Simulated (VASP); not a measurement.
VASP ran on this input.

File POSCAR:
```
Ba3SrO4
1.0
 -0.0005344632   5.4410283718   5.4385052908
  5.4410283718  -0.0005344632   5.4385052908
  2.7202469543   2.7202469543   0.0000000000
Sr O Ba
1 4 3
Cartesian
  0.0000000000   0.0000000000   0.0000000000
  2.7202469540   2.7202469540   2.6613390783
  5.4978266252   2.6629142377   5.4385052908
  2.6629142377   5.4978266252   5.4385052908
  5.4404939089   5.4404939089   8.2156715033
  2.7205141859  -0.0002672316   2.7192526454
 -0.0002672316   2.7205141859   2.7192526454
  2.7202469543   2.7202469543   5.4385052908
```

INCAR:
```
ALGO = Normal
EDIFF = 1E-6
EDIFFG = -0.02
ENCUT = 520
GGA = PS
IBRION = 2
ISIF = 3
ISMEAR = 0
LASPH = .True.
LCHARG = .False.
LMAXMIX = 4
LREAL = .False.
LWAVE = .False.
NELM = 100
NSW = 60
PREC = Accurate
SIGMA = 0.05
SYSTEM = Ba3SrO4
```

### KPOINTS
```
Regular mesh
0
G
 3 3 6
```

POTCAR, in this order: Sr_sv O Ba_sv (PBE.64 set). Program: vasp_std.

Q: Write an equivalent input for Quantum ESPRESSO's pw.x.

A: One equivalent input (not run):
```
&CONTROL
  calculation = 'vc-relax'
  pseudo_dir = './pseudo'
  outdir = './out'
  tprnfor = .true.
  tstress = .true.
  nstep = 60
  forc_conv_thr = 0.00078
/
&SYSTEM
  ibrav = 0
  nat = 8
  ntyp = 3
  ecutwfc = 84
  occupations = 'smearing'
  smearing = 'gaussian'
  degauss = 0.003675
  input_dft = 'pbesol'
/
&ELECTRONS
  conv_thr = 7.3e-08
  electron_maxstep = 100
/
&IONS
/
&CELL
/
ATOMIC_SPECIES
  Sr 87.620 Sr.upf
  O 15.999 O.upf
  Ba 137.327 Ba.upf
CELL_PARAMETERS angstrom
    -0.0005345    5.4410284    5.4385053
     5.4410284   -0.0005345    5.4385053
     2.7202470    2.7202470   -0.0000000
ATOMIC_POSITIONS crystal
  Sr   0.0000000  0.0000000  0.0000000
  O    0.2446756  0.2446756  0.5106488
  O    0.2395130  0.7604870  0.5000000
  O    0.7604870  0.2395130  0.5000000
  O    0.7553244  0.7553244  0.4893512
  Ba   0.0000000  0.5000000  0.0000000
  Ba   0.5000000  0.0000000  0.0000000
  Ba   0.5000000  0.5000000  0.0000000
K_POINTS automatic
  3 3 6 0 0 0
```
Limits of the translation: the potentials are each code's own (VASP's PAW set, PseudoDojo norm-conserving files in pw.x), so ENCUT and ecutwfc are chosen apart and not converted; conv_thr bounds pw.x's estimated SCF error, while EDIFF bounds the energy change between steps; forc_conv_thr acts on force components and is met together with etot_conv_thr.

The structure was generated: Ba3SrO4 was put into an ordered model structure (Cmmm), which need not be its known phase. It was relaxed first. The start is the result of an earlier pass.
